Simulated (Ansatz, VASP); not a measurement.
## SnP2 in VASP and in Ansatz

Contents of INCAR:

```
PREC = Accurate ; ENCUT = 520
EDIFF = 1E-6 ; ISMEAR = 0
SIGMA = 0.1 ; LREAL = False
LASPH = True ; NELM = 100
ALGO = Fast ; ISIF = 2
LWAVE = False ; LCHARG = False
GGA = PE ; NBANDS = 19
```

The input KPOINTS:

```
Automatic mesh
0
Gamma
  6 6 6
```

POSCAR

```
SnP2
1.0
    1.8589590600      1.0732705200      4.7674219400
   -1.8589590600      1.0732705200      4.7674219400
    0.0000000000     -2.1465410300      4.7674219400
Sn P
1 2
Direct
    0.0000000000      0.0000000000      0.0000000000
    0.4160641100      0.4160641100      0.4160641100
    0.5839358900      0.5839358900      0.5839358900
```

Input for Ansatz:

```yaml
crystal:
  lattice:
    - [1.85895906, 1.07327052, 4.76742194]
    - [-1.85895906, 1.07327052, 4.76742194]
    - [0.0, -2.14654103, 4.76742194]
  atoms:
    - { symbol: Sn, position: [0.0, 0.0, 0.0] }
    - { symbol: P, position: [0.41606411, 0.41606411, 0.41606411] }
    - { symbol: P, position: [0.58393589, 0.58393589, 0.58393589] }
basis:
  ecutwfc: 420
kpoints:
  mp_grid: { grid: [6, 6, 6] }
hamiltonian:
  xc: pbe
scf:
  occupations: { method: gaussian, width: 0.1 }
  lower_state_search: "off"
output:
  forces: true
  stress: true
  eigenvalues: true
```

Alike in both runs: task single point; functional PBE; k mesh 6 × 6 × 6; occupations gaussian, width 0.1 eV; no spin polarisation.

|  | VASP | Ansatz |
| --- | --- | --- |
| version | VASP 6.6.1 | Ansatz 0.2.0 |
| potentials or method | VASP PAW PBE potentials, release 64 (Sn_d, P) | scalar-relativistic, plane waves, PAW |
| plane-wave cutoff (eV) | 520 | 420 |
| valence electrons in the cell | 24 | 24 |

Ansatz gave:

* gap on the k mesh at the Fermi level (eV): none
* pressure (GPa): 26.9
* largest component of the traceless stress (GPa): 14.77
* rms of the force components (eV/Å): 2.080

Q: Which values does VASP return?

A: gap on the k mesh at the Fermi level (eV): none; pressure (GPa): 26.7; largest component of the traceless stress (GPa): 14.80; rms of the force components (eV/Å): 2.080.

Atom by atom the forces differ by 0.000 eV/Å (rms over components). A gap of «none» marks a metal or a gap that the smearing closes.

Caveats: so large a pressure means that the cell lies far from this level's equilibrium, or that cutoff or potentials fall short (VASP); forces of over 1 eV/Å show positions far from the minimum, so gaps and moduli don't describe the material at rest.
